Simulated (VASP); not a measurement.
# HfTaN3 (Cmcm) in VASP: a series of runs

The runs below take HfTaN3 through relaxation of cell and atoms, with PBE.

All numbers are computed with VASP 6.6.1; they aren't measurements. Logs are shortened: lines on timing, memory, paths and dates and some standing lists are left out, and cuts for length are marked.

## 1. The structure

The structure is orthorhombic, space group Cmcm (No. 63). Conventional cell: a = 3.040 Å, b = 9.864 Å, c = 7.428 Å, α = 90.00°, β = 90.00°, γ = 90.00°. Around Hf (site symmetry m2m) lie 6 N at 2.13 to 2.33 Å. Ta (site symmetry 2/m) is surrounded by 6 N at 2.07 to 2.11 Å. N (site symmetry m2m) is surrounded by 2 Ta at 2.07 Å and 2 Hf at 2.13 Å. N (site symmetry m) is surrounded by 2 Ta at 2.11 Å and 2 Hf at 2.33 Å.

The cell was built by a generator and needn't be a form met in nature.

## 2. Relaxation of cell and atoms, PBE

File INCAR:

```
SYSTEM = HfTaN3
PREC = Accurate
ENCUT = 520
EDIFF = 1E-6
ISMEAR = 0
SIGMA = 0.1
LREAL = .FALSE.
LASPH = .TRUE.
NELM = 120
ALGO = Normal
ISIF = 3
LWAVE = .FALSE.
LCHARG = .FALSE.
GGA = PE
IBRION = 2
NSW = 90
EDIFFG = -0.01
KPAR = 8
```

File KPOINTS:

```
regular mesh
0
G
  10 10 4
  0 0 0
```

File POSCAR:

```
HfTaN3
1.0
    1.5200000000     -4.9320000000      0.0000000000
    1.5200000000      4.9320000000      0.0000000000
    0.0000000000      0.0000000000      7.4280000000
Hf Ta N
2 2 6
Direct
    0.2566910000      0.7433090000      0.2500000000
    0.7433090000      0.2566910000      0.7500000000
    0.0000000000      0.0000000000      0.0000000000
    0.0000000000      0.0000000000      0.5000000000
    0.9078467200      0.0921532800      0.2500000000
    0.0921532800      0.9078467200      0.7500000000
    0.6374695900      0.3625304100      0.0725632700
    0.6374695900      0.3625304100      0.4274367300
    0.3625304100      0.6374695900      0.5725632700
    0.3625304100      0.6374695900      0.9274367300
```

Potentials or basis: VASP PAW PBE potentials, release 64 (Hf_pv, Ta_pv, N).

Started as:

```sh
> cat potpaw_PBE.64/Hf_pv/POTCAR potpaw_PBE.64/Ta_pv/POTCAR potpaw_PBE.64/N/POTCAR > POTCAR
> mpirun -np 8 vasp_std > vasp.out
```

OUTCAR:

```text
SYSTEM = HfTaN3
   PREC = Accurate
   ENCUT = 520
   EDIFF = 1E-6
   ISMEAR = 0
   LREAL = .FALSE.
   LASPH = .TRUE.
   NELM = 120
   ISIF = 3
   GGA = PE
   IBRION = 2
   NSW = 90
   EDIFFG = -0.01

 ion  position               nearest neighbor table
   1  0.257  0.743  0.250-   5 2.13   5 2.13   8 2.33   7 2.33   7 2.33   8 2.33  10 2.61   9 2.61
                             4 3.14   3 3.14   4 3.39   4 3.39   3 3.39   3 3.39
   2  0.743  0.257  0.750-   6 2.13   6 2.13   9 2.33   9 2.33  10 2.33  10 2.33   8 2.61   7 2.61
                             4 3.14   3 3.14   3 3.39   3 3.39   4 3.39   4 3.39
   3  0.000  0.000  0.000-   5 2.07   6 2.07   7 2.11  10 2.11   7 2.11  10 2.11   1 3.14   2 3.14
                             2 3.39   1 3.39   1 3.39   2 3.39
   4  0.000  0.000  0.500-   5 2.07   6 2.07   8 2.11   9 2.11   8 2.11   9 2.11   1 3.14   2 3.14
                             2 3.39   1 3.39   1 3.39   2 3.39
   5  0.908  0.092  0.250-   3 2.07   4 2.07   1 2.13   1 2.13
   6  0.092  0.908  0.750-   3 2.07   4 2.07   2 2.13   2 2.13
   7  0.637  0.363  0.073-   3 2.11   3 2.11   1 2.33   1 2.33   2 2.61
   8  0.637  0.363  0.427-   4 2.11   4 2.11   1 2.33   1 2.33   2 2.61
   9  0.363  0.637  0.573-   4 2.11   4 2.11   2 2.33   2 2.33   1 2.61
  10  0.363  0.637  0.927-   3 2.11   3 2.11   2 2.33   2 2.33   1 2.61

  LATTYP: Found a base centered orthorhombic cell.
 ALAT       =     3.0400000000
 B/A-ratio  =     3.2447368421
 C/A-ratio  =     2.4434210526

  Lattice vectors:

 A1 = (   1.5200000000,  -4.9320000000,   0.0000000000)
 A2 = (   1.5200000000,   4.9320000000,   0.0000000000)
 A3 = (   0.0000000000,   0.0000000000,   7.4280000000)

Analysis of symmetry for initial positions (statically):
=====================================================================
 Subroutine PRICEL returns:
 Original cell was already a primitive cell.

 Routine SETGRP: Setting up the symmetry group for a
 base centered orthorhombic supercell.

 Subroutine GETGRP returns: Found  8 space group operations
 (whereof  4 operations were pure point group operations)
 out of a pool of  8 trial point group operations.

The static configuration has the point symmetry C_2h.
 The point group associated with its full space group is D_2h.

Analysis of symmetry for dynamics (positions and initial velocities):
=====================================================================
 Subroutine PRICEL returns:
 Original cell was already a primitive cell.

 Routine SETGRP: Setting up the symmetry group for a
 base centered orthorhombic supercell.

 Subroutine GETGRP returns: Found  8 space group operations
 (whereof  4 operations were pure point group operations)
 out of a pool of  8 trial point group operations.

The dynamic configuration has the point symmetry C_2h.
 The point group associated with its full space group is D_2h.

 Subroutine INISYM returns: Found  8 space group operations
 (whereof  4 operations are pure point group operations),
 and found     1 'primitive' translations

----------------------------------------------------------------------------------------

                                     Primitive cell

  volume of cell :     111.3701

  direct lattice vectors                    reciprocal lattice vectors
     1.520000000 -4.932000000  0.000000000     0.328947368 -0.101378751  0.000000000
     1.520000000  4.932000000  0.000000000     0.328947368  0.101378751  0.000000000
     0.000000000  0.000000000  7.428000000     0.000000000  0.000000000  0.134625740

  length of vectors
     5.160913098  5.160913098  7.428000000     0.344215082  0.344215082  0.134625740

  position of ions in fractional coordinates (direct lattice)
     0.256691000  0.743309000  0.250000000
     0.743309000  0.256691000  0.750000000
     0.000000000  0.000000000  0.000000000
     0.000000000  0.000000000  0.500000000
     0.907846720  0.092153280  0.250000000
     0.092153280  0.907846720  0.750000000
     0.637469590  0.362530410  0.072563270
     0.637469590  0.362530410  0.427436730
     0.362530410  0.637469590  0.572563270
     0.362530410  0.637469590  0.927436730

  ion indices of the primitive-cell ions
   primitive index   ion index
                 1           1
                 2           2
                 3           3
                 4           4
                 5           5
                 6           6
                 7           7
                 8           8
                 9           9
                10          10

----------------------------------------------------------------------------------------

 KPOINTS: regular mesh

Automatic generation of k-mesh.
 Grid dimensions read from file:
 generate k-points for:   10   10    4

 Generating k-lattice:

  Cartesian coordinates                     Fractional coordinates (reciprocal lattice)
     0.032894737 -0.010137875  0.000000000     0.100000000 -0.000000000  0.000000000
     0.032894737  0.010137875  0.000000000    -0.000000000  0.100000000  0.000000000
     0.000000000  0.000000000  0.033656435     0.000000000  0.000000000  0.250000000

  Length of vectors
     0.034421508  0.034421508  0.033656435

  Shift w.r.t. Gamma in fractional coordinates (k-lattice)
     0.000000000  0.000000000  0.000000000

 Subroutine IBZKPT returns following result:
 ===========================================

 Found     93 irreducible k-points:

 Following reciprocal coordinates:
            Coordinates               Weight
  0.000000  0.000000  0.000000      1.000000
  0.100000 -0.000000  0.000000      4.000000
  0.200000 -0.000000  0.000000      4.000000
  0.300000  0.000000  0.000000      4.000000
  0.400000  0.000000  0.000000      4.000000
  0.500000 -0.000000  0.000000      2.000000
[... 16 lines left out ...]
  0.300000  0.300000  0.000000      2.000000
  0.400000  0.300000  0.000000      4.000000
 [... further k-points ...]
   k-points           NKPTS =     93   k-points in BZ     NKDIM =     93   number of bands    NBANDS=     43
   number of dos      NEDOS =    301   number of ions     NIONS =     10
   total plane-waves  NPLWV =  89600
   dimension x,y,z NGX =    40 NGY =   40 NGZ =   56
   dimension x,y,z NGXF=    80 NGYF=   80 NGZF=  112
   ions per type =               2   2   6
   NGX,Y,Z   is equivalent  to a cutoff of  12.89, 12.89, 12.53 a.u.
   NGXF,Y,Z  is equivalent  to a cutoff of  25.77, 25.77, 25.07 a.u.
 SYSTEM =  HfTaN3
   PREC   = accura    normal or accurate (medium, high low for compatibility)
   ISTART =      0    job   : 0-new  1-cont  2-samecut
   ICHARG =      2    charge: 1-file 2-atom 10-const
   ISPIN  =      1    spin polarized calculation?
   LNONCOLLINEAR =      F non collinear calculations
   LSORBIT =      F    spin-orbit coupling
   LASPH  =      T    aspherical Exc in radial PAW
   ENCUT  =  520.0 eV  38.22 Ry    6.18 a.u.   9.60  9.60 13.81*2*pi/ulx,y,z
   NELM   =    120;   NELMIN=  2; NELMDL= -5     # of ELM steps
   EDIFF  = 0.1E-05   stopping-criterion for ELM
   LREAL  =      F    real-space projection
   EDIFFG = -.1E-01   stopping-criterion for IOM
   NSW    =     90    number of steps for IOM
   IBRION =      2    ionic relax: 0-MD 1-quasi-New 2-CG
   NFREE  =      1    steps in history (QN), initial steepest desc. (CG)
   ISIF   =      3    stress and relaxation
   ISYM   =      2    0-nonsym 1-usesym 2-fastsym
   POTIM  = 0.5000    time-step for ionic-motion
   TEBEG  =    0.0;   TEEND  =   0.0 temperature during run
   PSTRESS=    0.0 pullay stress
   NELECT =      72.0000    total number of electrons
   NUPDOWN=      -1.0000    fix difference up-down
   EMIN   =  10.00;   EMAX   =-10.00  energy-range for DOS
   EFERMI =   0.00;   METHOD = LEGACY
   ISMEAR =     0;   SIGMA  =   0.10  broadening in eV -4-tet -1-fermi 0-gaus
   EFERMI_NEDOS =   21; number of points for ismear=-14 and -15
   IALGO  =     38    algorithm
   IMIX   =      4    mixing-type and parameters
     AMIX     =   0.40;   BMIX     =  1.00
     AMIX_MAG =   1.60;   BMIX_MAG =  1.00
  volume/ion in A,a.u.               =      11.14        75.16
  Fermi-wavevector in a.u.,A,eV,Ry     =   1.415564  2.675028 27.263642  2.003821
  Thomas-Fermi vector in A             =   2.536989
   LORBIT       =      0    0 simple, 1 ext, 2 COOP (PROOUT), +10 PAW based schemes
   GGA     = PE    functional components
   LHFCALC =     F    Hartree Fock is set to
   AEXX    =    0.0000 exact exchange contribution
   IVDW    =     0    specifies the selected vdW correction
   LEPSILON=     F    determine dielectric tensor
   LRPA    =     F    only Hartree local field effects (RPA)
 conjugate gradient relaxation of ions
 non-spin polarized calculation
 Gauss-broadening in eV      SIGMA  =   0.10
  energy-cutoff  :      520.00
  volume of cell :      111.37
 maximum number of plane-waves:      3030
 NGX is ok and might be reduce to    40
   NGX = 19   NGY = 19   NGZ = 27

--------------------------------------- Ionic step        1  -------------------------------------------

 number of electron      71.9999991 magnetization

 Free energy of the ion-electron system (eV)
  ---------------------------------------------------
  ext. energy  EPLUGINS =         0.00000000
  ---------------------------------------------------
  free energy    TOTEN  =      -106.61264090 eV

  energy without entropy =     -106.60935304  energy(sigma->0) =     -106.61099697

------------------------ aborting loop because EDIFF is reached ----------------------------------------

  FORCE on cell =-STRESS in cart. coord.  units (eV):
  Direction    XX          YY          ZZ          XY          YZ          ZX
  --------------------------------------------------------------------------------------
  -------------------------------------------------------------------------------------
  Total       -0.3428545     -0.2221693      0.3803776      0.0000000     -0.0000000      0.0000000
  in kB       -4.9323268     -3.1961426      5.4721369      0.0000000     -0.0000000      0.0000000
  external PRESSURE =      -0.8854442 kB  Pullay stress =       0.0000000 kB
[... 205 lines left out ...]
  energy  without entropy=     -106.6105106397  energy(sigma->0) =     -106.61204226

--------------------------------------- Ionic step        6  -------------------------------------------

 number of electron      71.9999991 magnetization

 Free energy of the ion-electron system (eV)
  ---------------------------------------------------
  ext. energy  EPLUGINS =         0.00000000
  ---------------------------------------------------
  free energy    TOTEN  =      -106.61359140 eV

  energy without entropy =     -106.61053782  energy(sigma->0) =     -106.61206461

 E-fermi :   5.9592     XC(G=0): -12.4166

 val. band max:        5.9548159475   @ k =   0.1000  -0.0000   0.0000
 cond. band min:       5.9863936634   @ k =   0.5000   0.4000   0.0000
 fundamental gap:      0.0315777160
 Fermi energy:         5.9592174213

 k-point     1 :       0.0000    0.0000    0.0000
  band No.  band energies     occupation
      1     -29.0123      2.00000
      2     -28.9951      2.00000
      3     -28.9721      2.00000
      4     -28.8754      2.00000
      5     -28.6637      2.00000
      6     -28.6590      2.00000
[... 1093 lines left out ...]
     42       9.5943      0.00000
     43      10.1007      0.00000

 [... further k-points ...]
[... 5 lines left out ...]
  --------------------------------------------------------------------------------------
  -------------------------------------------------------------------------------------
  Total       -0.0049630      0.0300706      0.0068844      0.0000000      0.0000000      0.0000000
  in kB       -0.0713816      0.4324979      0.0990161      0.0000000      0.0000000      0.0000000
  external PRESSURE =       0.1533775 kB  Pullay stress =       0.0000000 kB
[... 25 lines left out ...]
  FREE ENERGIE OF THE ION-ELECTRON SYSTEM (eV)
  ---------------------------------------------------
  free  energy   TOTEN  =      -106.6135914014 eV

  energy  without entropy=     -106.6105378186  energy(sigma->0) =     -106.61206461

 reached required accuracy - stopping structural energy minimisation
```

Run time: 2.9 min. Hardware: 8 MPI ranks of AMD EPYC 9R45 (Zen 5), shared host; peak memory 0.59 GiB.

Results:

- Free energy: -106.6136 eV
- Relaxed volume: 11.14 Å³/atom
- Relaxed cell: a = 5.157 Å, b = 5.157 Å, c = 7.439 Å, α = 90.00°, β = 90.00°, γ = 145.73°
- Space group after relaxing (to 0.05 Å): Cmcm (No. 63)
- Energy gained by relaxing: 0.1 meV/atom
- Ionic steps: 6
- Pressure after relaxing: 0.0 GPa
- Largest force after relaxing: 0.003 eV/Å
- Band gap on the k mesh: none (metal or under the smearing width)

Forces in eV/Å, atoms in the order of the input:
```
Hf   0.000  0.001  0.000
Hf   0.000 -0.001  0.000
Ta   0.000  0.000  0.000
Ta   0.000  0.000  0.000
N    0.000  0.003  0.000
N    0.000 -0.003  0.000
N    0.000 -0.002  0.001
N    0.000 -0.002 -0.001
N    0.000  0.002  0.001
N    0.000  0.002 -0.001
```

Step by step:
```
step  energy change (eV)  largest force (eV/Å)  pressure (GPa)  volume (Å³)
   1              0.0000                0.0794           -0.09       111.37
   2             -0.0004                0.0529            0.43       111.27
   3             -0.0008                0.0129            0.22       111.31
   4             -0.0008                0.0101           -0.28       111.52
   5             -0.0009                0.0102           -0.04       111.41
   6             -0.0010                0.0032            0.02       111.40
```

Final structure:
```
CELL_PARAMETERS angstrom
1.51935 -4.92794 0.00000
1.51935 4.92794 0.00000
0.00000 0.00000 7.43903
ATOMIC_POSITIONS crystal
Hf 0.25680 0.74320 0.25000
Hf 0.74320 0.25680 0.75000
Ta 0.00000 0.00000 0.00000
Ta 0.00000 0.00000 0.50000
N 0.90754 0.09246 0.25000
N 0.09246 0.90754 0.75000
N 0.63737 0.36263 0.07230
N 0.63737 0.36263 0.42770
N 0.36263 0.63737 0.57230
N 0.36263 0.63737 0.92770
```

Spin-orbit coupling is left out, which matters for the levels of Hf, Ta.

## 3. Relaxation of cell and atoms, PBE

INCAR: that of step 2 with these lines changed.

```diff
@@ -3,3 +3,3 @@
 ENCUT = 520
-EDIFF = 1E-6
+EDIFF = 1E-7
 ISMEAR = 0
@@ -15,4 +15,5 @@
 IBRION = 2
-NSW = 90
-EDIFFG = -0.01
+NSW = 60
+EDIFFG = -0.005
+POTIM = 0.3
 KPAR = 8
```

KPOINTS is that of step 2.

File POSCAR:

```
HfTaN3                                  
1.0
    1.5193467987     -4.9279435627     -0.0000000000
    1.5193467987      4.9279435627      0.0000000000
    0.0000000000     -0.0000000000      7.4390294830
  Hf              Ta              N             
     2     2     6
Direct
     0.2567975155625176    0.7432024844374823    0.2500000000000000
     0.7432024844374823    0.2567975155625176    0.7500000000000000
     0.0000000000000000    0.0000000000000000    0.0000000000000000
     0.0000000000000000    0.0000000000000000    0.5000000000000000
     0.9075418040054783    0.0924581959945216    0.2500000000000000
     0.0924581959945216    0.9075418040054783    0.7500000000000000
     0.6373679784988802    0.3626320215011198    0.0722955587018065
     0.6373679784988802    0.3626320215011198    0.4277044412981936
     0.3626320215011198    0.6373679784988802    0.5722955587018065
     0.3626320215011198    0.6373679784988802    0.9277044412981935
```

Potentials or basis: VASP PAW PBE potentials, release 64 (Hf_pv, Ta_pv, N).

Started as:

```sh
> cat potpaw_PBE.64/Hf_pv/POTCAR potpaw_PBE.64/Ta_pv/POTCAR potpaw_PBE.64/N/POTCAR > POTCAR
> mpirun -np 8 vasp_std > vasp.out
```

Wall time 67 s (8 MPI ranks of AMD EPYC 9R45 (Zen 5), shared host); peak memory 0.56 GiB.

The run converged. Its results:

| Item | Value |
| --- | --- |
| Free energy | -106.6136 eV |
| Pressure after relaxing | 0.0 GPa |
| Largest force after relaxing | 0.003 eV/Å |
| Band gap on the k mesh | none (metal or under the smearing width) |

Forces on the atoms (eV/Å):
```
Hf   0.000  0.001  0.000
Hf   0.000 -0.001  0.000
Ta   0.000  0.000  0.000
Ta   0.000  0.000  0.000
N    0.000  0.003  0.000
N    0.000 -0.003  0.000
N    0.000 -0.002  0.000
N    0.000 -0.002  0.000
N    0.000  0.002  0.000
N    0.000  0.002  0.000
```

Final structure:
```
Hf Ta N
1.0
     1.51935   -4.92794    0.00000
     1.51935    4.92794    0.00000
     0.00000    0.00000    7.43903
Hf Ta N
2 2 6
Direct
  0.25680 0.74320 0.25000
  0.74320 0.25680 0.75000
  0.00000 0.00000 0.00000
  0.00000 0.00000 0.50000
  0.90754 0.09246 0.25000
  0.09246 0.90754 0.75000
  0.63737 0.36263 0.07230
  0.63737 0.36263 0.42770
  0.36263 0.63737 0.57230
  0.36263 0.63737 0.92770
```

Levels at points of the mesh, in eV from the Fermi level:
| k point | band 34 | band 35 | band 36 | band 37 | band 38 | band 39 |
| --- | --- | --- | --- | --- | --- | --- |
| (0.00, 0.00, 0.00) | -0.35 | -0.19 | 0.22 | 0.30 | 1.65 | 2.52 |
| (0.50, 0.00, 0.00) | -1.41 | -1.37 | -0.90 | 1.51 | 1.73 | 3.09 |
| (0.50, 0.50, 0.00) | -1.46 | -1.37 | -0.38 | -0.16 | 0.95 | 1.82 |
| (0.00, 0.00, 0.50) | -0.81 | -0.39 | -0.39 | 0.91 | 0.91 | 3.19 |
| (0.50, 0.00, 0.50) | -1.65 | -1.20 | -1.20 | 2.19 | 2.19 | 2.85 |
| (0.50, 0.50, 0.50) | -1.86 | -1.07 | -1.07 | 0.43 | 0.43 | 2.90 |

Caveat: the relaxation stopped at its first step, so nothing moved. The run has no spin-orbit coupling, so splittings on Hf, Ta are missing.
